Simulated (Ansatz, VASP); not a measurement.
# Cross-check of Tl2Te between VASP and Ansatz

Aim: how closely do two programs agree when they are given the same cell, functional and k mesh? The cell is generated by rule, not measured, and may not be a known phase. The cell is taken from a series of runs on this material, whose earlier steps may have relaxed, scaled, displaced or heated it; both programs get it as it stands.

Program: Ansatz 0.2.0. Level of theory: plane waves, with VASP 6.6.1 beside it; relaxation of cell and atoms at PBEsol. Results are calculated unless marked as measured.

**1. The starting structure**

Symmetry: Cmcm, No. 63, orthorhombic system. Conventional cell: a = 7.436 Å, b = 7.864 Å, c = 7.743 Å, α = 90.00°, β = 90.00°, γ = 90.00°. Nearest to Te lie 8 Tl at 3.24 to 3.45 Å. Nearest to Tl lie 4 Te at 3.24 to 3.45 Å and 1 Tl at 3.43 Å. Farther neighbours and most contacts between anions are not listed.

**2. Ansatz: relaxation of cell and atoms, PBEsol, pair 1**

Ansatz runs on its default PAW (the set named soft_2) files.

The relaxed volume is the usual yardstick between codes: in a stiff, nearly cubic crystal its relative difference is about their pressure difference at one cell divided by the bulk modulus.

input.yaml

```yaml
crystal:
  lattice:
    - [3.7180060387, -3.932075728, 0.0]
    - [3.7180060387, 3.932075728, 0.0]
    - [0.0, 0.0, 7.7426227108]
  atoms:
    - { symbol: Te, position: [0.2898506357, 0.7101493643, 0.25] }
    - { symbol: Te, position: [0.7101493643, 0.2898506357, 0.75] }
    - { symbol: Tl, position: [0.2308605162, 0.2308605162, 0.5] }
    - { symbol: Tl, position: [0.7691394838, 0.7691394838, 0.0] }
    - { symbol: Tl, position: [0.2308605162, 0.2308605162, 0.0] }
    - { symbol: Tl, position: [0.7691394838, 0.7691394838, 0.5] }
kpoints:
  mp_grid: { grid: [6, 6, 4] }
hamiltonian:
  xc: pbesol
scf:
  occupations: { method: gaussian, width: 0.01 }
output:
  forces: true
  stress: true
  eigenvalues: true
relax:
  adjacent_minimum: "off"
  f_tol: 0.001
  max_steps: 60
  cell: { stress_tol: 0.01 }
```

Run with:

```console
$ ansatz run input.yaml --threads 4 --pin off --max-ram 7168MiB --backend cpu --events-out ev --progress --plain --runs-dir out
```

Numbers of over 12 decimals in the logs are rounded to 6 here.

The log of the run:

```text
Engine: ansatz 0.2.0, aarch64-unknown-linux-gnu
Pseudopotentials: kind: paw
Pseudopotential: Te, paw, valence charge 16, recommended cutoff 420 eV (normal), Te.paw.azcp
Pseudopotential: Tl, paw, valence charge 13, recommended cutoff 420 eV (normal), Tl.paw.azcp
Functional definition: PBEsol
  exchange = pbesol_x
  correlation = pbesol_c
Crystal: 6 atoms, lattice volume = 226.386 Å³
Basis set: ecut = 420 eV, 4401 PW (Γ), exchange–correlation on 80×80×108 points (8 copies of the dense FFT grid, shifted against one another)
Bands: 51, of which v1, the nominal top of the filled ones, is band 42 counted from 1 (41 counted from 0)
Symmetry: 8 space group operations
Space group: Cmcm (ITA 63), of the structure as read, at distance tolerance 6.1e-5 Å
k-points: 39 of 144
Non-local potential: Te, projectors of the file, l = 0: 2, l = 1: 2, l = 2: 2, l = 3: 2
Non-local potential: Tl, projectors of the file, l = 0: 2, l = 1: 2, l = 2: 2, l = 3: 1
PAW form: soft (Blöchl's): semilocal exchange-correlation on the pseudo side does not see the compensation charge
PAW frozen core: Te, regenerated for the run's functional, and the local potential with it (the file was generated under x = pbe(κ = 0.804, μ = 0.219515), c = pbe(β = 0.066725))
PAW frozen core: Tl, regenerated for the run's functional, and the local potential with it (the file was generated under x = pbe(κ = 0.804, μ = 0.219515), c = pbe(β = 0.066725))
PAW one-centre angular grid: Te, 590 points (default); XC on 64 Gauss nodes
PAW one-centre angular grid: Tl, 590 points (default); XC on 64 Gauss nodes
Initial density: superposition of atomic densities (neutral atoms: chi_scale 0, normalization atom), corrected by the library's trained network
Initial wavefunctions: pseudopotential atomic-orbital guess
Functional: x = pbesol(κ = 0.804, μ = 0.123457), c = pbesol(β = 0.046)
SCF iter   1: F=—  HF=-58986.702526 eV  |F-HF|=—  |Δ(HF+E_count)|=         —  Δρ=2.10e-3  dr2=1.10e-2  ethr=1.77e-3  ⟨swp⟩=7.5  Hψ=8158  notcnv=0
preconditioner: auto → LDOS  [insulator: Δε(μ)=0.068 eV  Ē_g=11.454 eV  σ=0.010 eV  W_gap=0.50  n_scr=40 (ndim 8)  ℏωp=19.7 eV  f_vac=0.104  D(μ)=1.57/eV (n_scr^D=2)  ε∞_Penn≈4.0  β→1.0]
SCF iter   2: F=—  HF=-58986.696434 eV  |F-HF|=—  |Δ(HF+E_count)|=   6.09e-3  Δρ=1.61e-3  dr2=6.55e-3  ethr=1.31e-5  ⟨swp⟩=3.1  Hψ=4392  notcnv=0  defer=125
SCF iter   3: F=—  HF=-58986.693552 eV  |F-HF|=—  |Δ(HF+E_count)|=   2.88e-3  Δρ=1.54e-4  dr2=5.18e-5  ethr=7.80e-6  ⟨swp⟩=2.5  Hψ=3393  notcnv=0  defer=125
SCF iter   4: F=—  HF=-58986.693578 eV  |F-HF|=—  |Δ(HF+E_count)|=   2.60e-5  Δρ=5.89e-5  dr2=1.45e-5  ethr=6.17e-8  ⟨swp⟩=2.0  Hψ=3503  notcnv=0  defer=125
SCF iter   5: F=—  HF=-58986.693575 eV  |F-HF|=—  |Δ(HF+E_count)|=   2.90e-6  Δρ=1.27e-5  dr2=6.22e-7  ethr=1.73e-8  ⟨swp⟩=2.0  Hψ=3503  notcnv=0  defer=125
SCF iter   6: F=-58986.693575 eV  HF=-58986.693575 eV  |F-HF|=3.25e-8  |Δ(HF+E_count)|=   1.73e-7  Δρ=3.85e-6  dr2=4.07e-8  ethr=1.19e-10  ⟨swp⟩=10.7  Hψ=10245  notcnv=0
SCF 1 converged in 6 iterations: F = -58986.693575 eV  dr2 = 4.07e-8
  greatest PAW one-centre occupation: 0.998 electrons in one spin orbital (limit 2), on the Te atom at site 1 (counted from 0), in its partial waves of l = 2
relax step   1: F+E_penalty+E_count = -58986.69357513 eV  Δ(F+E_penalty+E_count) = +0.000e0 eV  max|allowed force component| = 1.376e-4 eV/Å  Δτ_max = 0.0000 Å  P = -0.001 GPa  Ω = 226.386 Å³  (6 SCF iters, dr2 threshold 1.00e-7 eV, accepted)
Initial density: handed on by an earlier stage of this run
Initial wavefunctions: pseudopotential atomic-orbital guess (no wavefunctions were taken with the density)
iter 1 solved again at ethr=6.35e-8 eV; its pass at ethr=3.10e-3 eV (dr2=5.34e-5 eV) is discarded
SCF iter   1: F=—  HF=-58986.693578 eV  |F-HF|=—  |Δ(HF+E_count)|=         —  Δρ=3.87e-6  dr2=4.13e-8  ethr=6.35e-8  ⟨swp⟩=4.5  Hψ=15062  notcnv=0
preconditioner: auto → LDOS  [insulator: Δε(μ)=0.063 eV  Ē_g=11.486 eV  σ=0.010 eV  W_gap=0.50  n_scr=40 (ndim 8)  ℏωp=19.7 eV  f_vac=0.105  D(μ)=1.57/eV (n_scr^D=2)  ε∞_Penn≈4.0  β→1.0]
SCF iter   2: F=—  HF=-58986.693575 eV  |F-HF|=—  |Δ(HF+E_count)|=   3.27e-6  Δρ=2.63e-6  dr2=2.97e-8  ethr=4.91e-11  ⟨swp⟩=2.5  Hψ=3873  notcnv=0
SCF iter   3: F=—  HF=-58986.693575 eV  |F-HF|=—  |Δ(HF+E_count)|=   7.56e-9  Δρ=9.73e-7  dr2=3.83e-9  ethr=3.54e-11  ⟨swp⟩=2.0  Hψ=3238  notcnv=0
SCF iter   4: F=—  HF=-58986.693575 eV  |F-HF|=—  |Δ(HF+E_count)|=   1.06e-9  Δρ=3.98e-7  dr2=5.91e-10  ethr=4.56e-12  ⟨swp⟩=2.0  Hψ=3241  notcnv=0
SCF iter   5: F=—  HF=-58986.693575 eV  |F-HF|=—  |Δ(HF+E_count)|=  9.46e-11  Δρ=5.95e-8  dr2=1.19e-11  ethr=1.00e-12  ⟨swp⟩=2.0  Hψ=3628  notcnv=0
SCF iter   6: F=-58986.693575 eV  HF=-58986.693575 eV  |F-HF|=7.28e-12  |Δ(HF+E_count)|=  2.91e-11  Δρ=1.47e-8  dr2=5.92e-13  ethr=1.00e-12  ⟨swp⟩=6.1  Hψ=8624  notcnv=0
SCF 2 converged in 6 iterations: F = -58986.693575 eV  dr2 = 5.92e-13
relax step   2: F+E_penalty+E_count = -58986.69357515 eV  Δ(F+E_penalty+E_count) = -1.562e-8 eV  max|allowed force component| = 1.465e-4 eV/Å  Δτ_max = 0.0000 Å  P = -0.001 GPa  Ω = 226.386 Å³  stress off target by 3.26e-3 GPa  SCF on the basis re-selected at this cell (its energy is not comparable with the rows above)  (6 SCF iters)
basis re-selected at this cell: Δ(F+E_penalty+E_count) = -1.562e-8 eV, ΔP = -0.000 GPa vs the last step (what re-selecting the basis moved, of the pressure what is left beyond the Pulay correction that the steps carried, after the strain that the cell walked since its last selection, with what the two solves' SCF thresholds leave and, on support functions, any second-order correction that the steps lacked; it is no m [...]
SCF converged after 6 iterations
Free energy (F): -58986.693575 eV
Harris-Foulkes:  -58986.693575 eV  (|F-HF|=7.28e-12)
Internal energy: -58986.693497 eV  (E = F + TS)
E sigma→0 (E₀):  -58986.693536 eV
Entropy (-TS):   -0.000078 eV (-0.013 meV/atom)
Fermi energy:    7.086873 eV
--- Per-component energies (eV) ---
  E_band       = -703.005803
  E_kinetic    = 1690.871284
  E_local      = -7354.337944  (includes V_loc(G=0)·N_el)
  E_nonlocal   = 662.290265
  E_hartree    = 3460.629690
  E_xc         = -1162.760558
  E_vxc        = -777.365715  (∫ρ·V_xc dr)
  E_paw        = -49233.348301  (= ΣΔE_a)
  E_vpaw       = -1845.722835  (= ΣTr[D̂ρ^β])
  E_aug_tail   = -0.000259  (compensation charges beyond the density's cutoff)
  E_ewald      = -7050.940365
  E_core_change = 0.902691  (= ΣΔE_core)
  E_smearing   = -0.000078  (= −TS)
  E_closure    = 0.000000  (closes the sum)
  Σ components = -58986.693575   (vs F -58986.693575, Δ=0.00e0)
--- Forces (eV/Å), atoms counted from 1 ---
  atom   1  Te     0.00000000    -0.00014648     0.00000000
  atom   2  Te    -0.00000000     0.00014648    -0.00000000
  atom   3  Tl    -0.00013524     0.00000000     0.00000000
  atom   4  Tl     0.00013524    -0.00000000     0.00000000
  atom   5  Tl    -0.00013524     0.00000000    -0.00000000
  atom   6  Tl     0.00013524    -0.00000000    -0.00000000
  max |Σ_I F_I| component: 0.00e0 eV/Å
--- Stress (GPa, compression-positive) ---
       -0.000267       0.000000       0.000000
        0.000000      -0.003262       0.000000
        0.000000       0.000000       0.001584
  P = ⅓ Tr σ = -0.0006 GPa (-0.006 kbar)
--- Band table (eV; the first three rows and the last of 39) ---
  k-point 0: bands = [... 38 lower, 5.2324, 5.2810, 5.5121, 6.6342, 6.7052, 7.6411, 7.8346, 8.6467, ... 5 higher]
  k-point 1: bands = [... 38 lower, 4.9188, 5.1892, 5.5398, 6.3336, 7.4839, 8.2562, 8.2725, 8.5715, ... 5 higher]
  k-point 2: bands = [... 38 lower, 4.6273, 4.6273, 6.0292, 6.0292, 8.6432, 8.6432, 8.8085, 8.8085, ... 5 higher]
  k-point 38: bands = [... 38 lower, 5.7709, 5.7709, 6.0694, 6.0694, 7.8220, 7.8220, 8.9707, 8.9707, ... 5 higher]
--- Relaxed structure (1 steps of the walk, 1 accepted, 1 SCFs on fresh bases) ---
  F+E_penalty+E_count = -58986.69357515 eV   max|allowed force component| = 1.465e-4 eV/Å   (the final SCF, on the basis selected at the relaxed cell)
  cell:  # Å, volume = 226.3863 Å³
    - [3.7180060387, -3.932075728, 0.0]
    - [3.7180060387, 3.932075728, 0.0]
    - [0.0, 0.0, 7.7426227108]
  atoms:
    - { symbol: Te, position: [0.289851, 0.710149, 0.25] }
    - { symbol: Te, position: [0.710149, 0.289851, 0.750000] }
    - { symbol: Tl, position: [0.230861, 0.230861, 0.5] }
    - { symbol: Tl, position: [0.769139, 0.769139, 0.0] }
    - { symbol: Tl, position: [0.230861, 0.230861, 0.0] }
    - { symbol: Tl, position: [0.769139, 0.769139, 0.5] }
```

**3. VASP: relaxation of cell and atoms, PBEsol, pair 1**

The same cell, functional, mesh and smearing now go to VASP, with its own data sets.

Lines of VASP's logs that name or quote its potential files are left out, and so is its time.

INCAR

```
SYSTEM = Tl2Te
PREC = Accurate
ENCUT = 500
EDIFF = 1E-07
NELM = 120
ISMEAR = 0
SIGMA = 0.01
LREAL = .FALSE.
ALGO = Normal
GGA = PS
NBANDS = 39
LORBIT = 11
LWAVE = .FALSE.
LCHARG = .FALSE.
ISIF = 3
IBRION = 2
NSW = 80
EDIFFG = -0.005
LASPH = .TRUE.
GGA_COMPAT = .FALSE.
NELMIN = 4
KPAR = 2
```

POSCAR

```
Tl2Te
1.0
    3.7180060000     -3.9320760000      0.0000000000
    3.7180060000      3.9320760000      0.0000000000
    0.0000000000      0.0000000000      7.7426230000
Te Tl
2 4
Direct
    0.2898507048      0.7101492952      0.2500000000
    0.7101492952      0.2898507048      0.7500000000
    0.2308605742      0.2308605742      0.5000000000
    0.7691394258      0.7691394258      0.0000000000
    0.2308605742      0.2308605742      0.0000000000
    0.7691394258      0.7691394258      0.5000000000
```

KPOINTS

```
Automatic mesh
0
Gamma
6 6 4
0 0 0
```

Potentials, in the order of the species: Te and Tl_d (PBE family, release 64).

Run with:

```console
$ mpirun -np 2 vasp_std
```

The log of the run:

```text
[banner, memory and clock lines left out]
running    2 mpi-ranks, on    1 nodes
 distrk:  each k-point on    1 cores,    2 groups
 distr:  one band on    1 cores,    1 groups

 POSCAR found type information on POSCAR TeTl
 POSCAR found :  2 types and       6 ions
|                                                                             |
|               ----> ADVICE to this user running VASP <----                  |
|                                                                             |
|     You enforced a specific xc type in the INCAR file but a different       |
|     [... a line on the potential file left out ...]
|     I HOPE YOU KNOW WHAT YOU ARE DOING!                                     |
|                                                                             |

 LDA part: xc-table for (Slater+PW92), standard interpolation
 POSCAR, INCAR and KPOINTS ok, starting setup
 FFT: planning ... GRIDC
 FFT: planning ... GRID_SOFT
 FFT: planning ... GRID
 WAVECAR not read
 entering main loop
       N       E                     dE             d eps       ncg     rms          rms(c)
DAV:   1     0.337367555598E+03    0.33737E+03   -0.30201E+04  3050   0.140E+03
DAV:   2    -0.246882458026E+01   -0.33984E+03   -0.32799E+03  3353   0.291E+02
DAV:   3    -0.186165797443E+02   -0.16148E+02   -0.15728E+02  3604   0.486E+01
DAV:   4    -0.189509050940E+02   -0.33433E+00   -0.33392E+00  3593   0.671E+00
DAV:   5    -0.189576766725E+02   -0.67716E-02   -0.67706E-02  3729   0.101E+00    0.700E+00
DAV:   6    -0.185560006191E+02    0.40168E+00   -0.68654E-01  3358   0.398E+00    0.483E+00
DAV:   7    -0.185518336788E+02    0.41669E-02   -0.35906E-01  3456   0.223E+00    0.135E+00
DAV:   8    -0.185474787879E+02    0.43549E-02   -0.51823E-02  3252   0.114E+00    0.610E-01
DAV:   9    -0.185488374611E+02   -0.13587E-02   -0.68534E-03  3340   0.388E-01    0.916E-02
DAV:  10    -0.185490530242E+02   -0.21556E-03   -0.65334E-04  3437   0.142E-01    0.446E-02
DAV:  11    -0.185495920518E+02   -0.53903E-03   -0.12258E-03  3290   0.127E-01    0.838E-02
DAV:  12    -0.185495552476E+02    0.36804E-04   -0.15414E-04  3487   0.629E-02    0.271E-02
DAV:  13    -0.185495657182E+02   -0.10471E-04   -0.38222E-05  3224   0.176E-02    0.862E-03
DAV:  14    -0.185495666213E+02   -0.90313E-06   -0.22998E-06  3751   0.645E-03    0.298E-03
DAV:  15    -0.185495676181E+02   -0.99676E-06   -0.16252E-06  2914   0.395E-03    0.167E-03
DAV:  16    -0.185495675216E+02    0.96448E-07   -0.10084E-07  2241   0.172E-03
   1 F= -.18549568E+02 E0= -.18549528E+02  d E =-.185496E+02
 curvature:   0.00 expect dE= 0.000E+00 dE for cont linesearch  0.000E+00
 trial: gam= 0.00000 g(F)=  0.270E-05 g(S)=  0.373E-04 ort = 0.000E+00 (trialstep = 0.100E+01)
 search vector abs. value=  0.400E-04
 bond charge predicted
       N       E                     dE             d eps       ncg     rms          rms(c)
DAV:   1    -0.185501633849E+02   -0.59577E-03   -0.11500E-02  3112   0.633E-01    0.144E-01
DAV:   2    -0.185496661195E+02    0.49727E-03   -0.11023E-03  3133   0.192E-01    0.454E-02
DAV:   3    -0.185495939419E+02    0.72178E-04   -0.25132E-04  3203   0.930E-02    0.324E-02
DAV:   4    -0.185495931452E+02    0.79670E-06   -0.87361E-06  3336   0.140E-02    0.155E-02
DAV:   5    -0.185495937029E+02   -0.55774E-06   -0.45375E-06  3476   0.124E-02    0.382E-03
DAV:   6    -0.185495937755E+02   -0.72602E-07   -0.19787E-07  2600   0.208E-03
   2 F= -.18549594E+02 E0= -.18549555E+02  d E =-.262539E-04
 trial-energy change:   -0.000026  1 .order   -0.000025   -0.000040   -0.000010
 step:   1.2565(harm=  1.3353)  dis= 0.00026  next Energy=   -18.549595 (dE=-0.276E-04)
 reached required accuracy - stopping structural energy minimisation
```

OUTCAR, selected parts (step 3):

```text
ion  position               nearest neighbor table
   1  0.290  0.710  0.250-   3 3.24   4 3.24   5 3.24   6 3.24   3 3.45   5 3.45   4 3.45   6 3.45

  LATTYP: Found a base centered orthorhombic cell.
 ALAT       =     7.4360120000
 B/A-ratio  =     1.0575765612
 C/A-ratio  =     1.0412332578

 Subroutine GETGRP returns: Found  8 space group operations
 (whereof  4 operations were pure point group operations)

The static configuration has the point symmetry C_2h.
 The point group associated with its full space group is D_2h.

 Found     39 irreducible k-points:

   k-points           NKPTS =     39   k-points in BZ     NKDIM =     39   number of bands    NBANDS=     39

   dimension x,y,z NGX =    40 NGY =   40 NGZ =   56
   dimension x,y,z NGXF=    80 NGYF=   80 NGZF=  112

   ENCUT  =  500.0 eV  36.75 Ry    6.06 a.u.   9.87  9.87 14.12*2*pi/ulx,y,z

   NELECT =      64.0000    total number of electrons

 k-points in reciprocal lattice and weights: Automatic mesh
   0.00000000  0.00000000  0.00000000       0.007
   0.16666667  0.00000000  0.00000000       0.028
   0.33333333  0.00000000  0.00000000       0.028
   0.50000000  0.00000000  0.00000000       0.014
   0.16666667  0.16666667  0.00000000       0.014
   0.33333333  0.16666667  0.00000000       0.028
   0.50000000  0.16666667  0.00000000       0.028
  -0.33333333  0.16666667  0.00000000       0.028
  -0.16666667  0.16666667  0.00000000       0.014
[...]
-0.33333333  0.33333333  0.50000000       0.014
   0.50000000  0.50000000  0.50000000       0.007

 average (electrostatic) potential at core
       1 -89.7218       2 -89.7218       3 -84.9796       4 -84.9796       5 -84.9796
       6 -84.9796

 E-fermi :   4.3081

 k-point     1 :       0.0000    0.0000    0.0000
  band No.  band energies     occupation
    ...
     29       2.4552      2.00000
     30       2.5037      2.00000
     31       2.7352      2.00000
     32       3.8561      2.00000
     33       3.9264      2.00000
     34       4.8591      0.00000
     35       5.0522      0.00000
     36       5.8688      0.00000
     37       7.5178      0.00000
     38       8.2419      0.00000
    ...

 k-point     2 :       0.1667    0.0000    0.0000
  band No.  band energies     occupation
    ...
     28       1.4987      2.00000
     29       2.3479      2.00000
     30       2.4358      2.00000
     31       2.7360      2.00000
     32       4.0137      2.00000
     33       4.3723      0.00000
     34       5.2345      0.00000
     35       5.3292      0.00000
     36       5.8456      0.00000
     37       6.9771      0.00000
    ...

 k-point     3 :       0.3333    0.0000    0.0000
  band No.  band energies     occupation
    ...
     28       1.8759      2.00000
     29       2.3507      2.00000
     30       2.4686      2.00000
     31       2.7281      2.00000
     32       3.7084      2.00000
     33       5.5395      0.00000
     34       5.5525      0.00000
     35       5.8383      0.00000
     36       6.3845      0.00000
     37       6.7224      0.00000
    ...

  Total       -0.0038981     -0.0149493     -0.0020760      0.0000000      0.0000000      0.0000000
  in kB       -0.0276132     -0.1058985     -0.0147059      0.0000000      0.0000000      0.0000000
  external PRESSURE =      -0.0494059 kB  Pullay stress =       0.0000000 kB

  energy-cutoff  :      500.00
  volume of cell :      226.17
      direct lattice vectors                 reciprocal lattice vectors
     3.716931549 -3.930593818  0.000000000     0.134519561 -0.127207242 -0.000000000
     3.716931549  3.930593818  0.000000000     0.134519561  0.127207242  0.000000000
     0.000000000 -0.000000000  7.740510464     0.000000000  0.000000000  0.129190446

 POSITION                                       TOTAL-FORCE (eV/Angst)
 -----------------------------------------------------------------------------------
      3.71693      1.65223      1.93513        -0.000000      0.004031      0.000000
      3.71693     -1.65223      5.80538        -0.000000     -0.004031     -0.000000
      1.71608     -0.00000      3.87026        -0.002479     -0.000000      0.000000
      5.71779     -0.00000      7.74051         0.002479      0.000000      0.000000
      1.71608     -0.00000      0.00000        -0.002479     -0.000000      0.000000
      5.71779     -0.00000      3.87026         0.002479      0.000000      0.000000
 -----------------------------------------------------------------------------------
    total drift:                                0.000000      0.000000      0.000000

  FREE ENERGIE OF THE ION-ELECTRON SYSTEM (eV)
  ---------------------------------------------------
  free  energy   TOTEN  =       -18.5495937755 eV

  energy  without entropy=      -18.5495154159  energy(sigma->0) =      -18.54955460

 reached required accuracy - stopping structural energy minimisation

 total charge
# of ion       s       p       d       tot
------------------------------------------
    1        1.396   1.941   0.018   3.354
    2        1.396   1.941   0.018   3.354
    3        1.249   0.273   9.647  11.169
    4        1.249   0.273   9.647  11.169
    5        1.249   0.273   9.647  11.169
    6        1.249   0.273   9.647  11.169
--------------------------------------------------
tot          7.789   4.974  38.622  51.385

[... 3 further parts left out ...]
```

The k-mesh is coarse for a metal. The run keeps the 8 symmetry operations of its start, so it cannot find a distortion of lower symmetry.

**4. Differences**

Known differences besides the potentials themselves: the data sets hold 84 valence electrons in Ansatz (on its default PAW (the set named soft_2) files) and 64 in VASP; the cutoff is 420 eV in Ansatz and 500 eV in VASP; Ansatz makes its cores anew for this functional, VASP keeps those of its PBE data sets; Ansatz adds a Pulay correction to the stress that steers its cell, VASP none. Total energies have different zeros and are not compared.

The two programs side by side:

| quantity | Ansatz | VASP | difference |
| --- | --- | --- | --- |
| volume (Å³) | 226.39 | 226.17 | +0.09 % |
| edge a after relaxation, in the typed setting (Å) | 5.412 | 5.410 | +0.03 % |
| edge c after relaxation, in the typed setting (Å) | 7.743 | 7.740 | +0.03 % |

(Part 1 of 2 ends here.)

[Lines on the potential files, build, host, timing and source positions are cut from VASP's logs without a mark.]

[Logs are printed without paths, hosts, clocks, repeated set-up lines and the standing remarks that a program may print on its own settings, such as how far it seeks lower states.]

[Hosts, paths, dates, database ids (printed as entryN), source tags and the programs' standing remarks are cut or masked in the printed files.]
